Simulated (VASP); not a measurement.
Energy against volume of KMgF₃ (cubic perovskite). The numbers are results of PBE GGA with D3 dispersion (Becke-Johnson damping), VASP's PBE PAW potentials (set 64) (plane waves; VASP), not measurements. Numerical set-up: 520 eV cut-off, 6×6×6 Γ-centred mesh, Gaussian smearing of 0.050 eV, potentials K_sv Mg F.

```tsv
V (Å³/atom)	E (eV/atom)
12.083	-5.03612
12.468	-5.04639
12.854	-5.05035
13.240	-5.04904
```

Problem. Fit these four points and predict the energy of the run at 13.625 Å³/atom.

Solution. A cubic in V^(−2/3), the third-order Birch-Murnaghan form, passes through the four points with V0 = 12.94 Å³/atom and B0 = 70 GPa, and gives -5.0434 eV/atom there. The run gave -5.0432 eV/atom, +0.2 meV/atom from the fit; all five points give B0 = 71 GPa.

The compound is KMgF3 in the cubic perovskite structure. It was relaxed first.
